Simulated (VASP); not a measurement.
Input of a VASP 6.6.1 run:

The input INCAR:

```
PREC = Normal
ENCUT = 520
EDIFF = 1E-4
ISMEAR = 0
SIGMA = 0.15
LREAL = False
LASPH = True
NELM = 60
ALGO = Fast
ISIF = 3
LWAVE = False
LCHARG = False
GGA = PE
IBRION = 2
NSW = 24
EDIFFG = -0.08
```

Contents of KPOINTS:

```
Automatic mesh
0
Gamma
  3 3 3
```

Contents of POSCAR:

```
ZnCd3Se3S
1.0
    5.7221133800      0.0000000000      0.0000000000
    0.0000000000      5.7221133800      0.0000000000
    0.0000000000      0.0000000000      5.7221133800
Zn Cd Se S
1 3 3 1
Direct
    0.0000000000      0.0000000000      0.0000000000
    0.0000000000      0.5000000000      0.5000000000
    0.5000000000      0.0000000000      0.5000000000
    0.5000000000      0.5000000000      0.0000000000
    0.5000000000      0.0000000000      0.0000000000
    0.0000000000      0.5000000000      0.0000000000
    0.0000000000      0.0000000000      0.5000000000
    0.5000000000      0.5000000000      0.5000000000
```

Potentials or basis: VASP PAW PBE potentials, release 64 (Zn, Cd, Se, S).

Run with:

```bash
$ cat potpaw_PBE.64/Zn/POTCAR potpaw_PBE.64/Cd/POTCAR potpaw_PBE.64/Se/POTCAR potpaw_PBE.64/S/POTCAR > POTCAR
$ mpirun -np 1 vasp_std > vasp.out
```

(1) Estimate the band gap on the k mesh.

(2) What does it give for the relaxed volume?

(3) Estimate the space group after relaxing (to 0.05 Å).

Answers

(1) none (metal or under the smearing width).

(2) 22.05 Å³/atom.

(3) Pm-3m (No. 221).

Caveat: the k mesh is coarse (spacing up to 0.37 Å⁻¹), so the values aren't converged.
